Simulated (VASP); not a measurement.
Given:

GaAs is modelled in the cubic space group F-43m (No. 216), the zinc blende structure, Pearson symbol cF8. Lattice parameters: a = 5.6738 Å, b = 5.6738 Å, c = 5.6738 Å, α = 90.00°, β = 90.00°, γ = 90.00°. Ga on 4a sees 4 As at 2.457 Å (tetrahedral). As on 4d has 4 Ga at 2.457 Å (tetrahedral). (Neighbours: up to the widest gap in distance over summed covalent radii, below 1.35, at either atom; cation-cation and far metal-metal contacts left out.)
(The calculation used a cell of 2 atoms; values per cell refer to that cell.)

Level of theory: revTPSS meta-GGA, VASP's PBE PAW potentials (set 64) (plane waves; VASP 6.6.1). Run with 520 eV cut-off, 8×8×8 Γ-centred mesh, Gaussian smearing of 0.050 eV, potentials Ga_d As.

Give the energy at these volumes per atom, relative to the lowest: 21.43, 22.11, 22.79, 23.48, 24.16 Å³.

20.6, 5.1, 0.0, 3.6, 14.7 meV/atom. A third-order Birch-Murnaghan fit gives B0 = 67.7 GPa and B0′ = 4.7.

Measured: bulk modulus 76.7 GPa at 0 K (computed value off by -11.7 %), as given by Daniel Mejia-Rodriguez et al., Physical Review B (2018), arXiv:1807.09216 [0 K value with the zero-point phonon effect removed]; a 5.640 Å at 0 K (computed value off by +0.6 %), as given by Daniel Mejia-Rodriguez et al., Physical Review B (2018), arXiv:1807.09216 [static lattice: zero-point anharmonic expansion removed].

The compound is GaAs in the zinc blende structure. It was relaxed first.
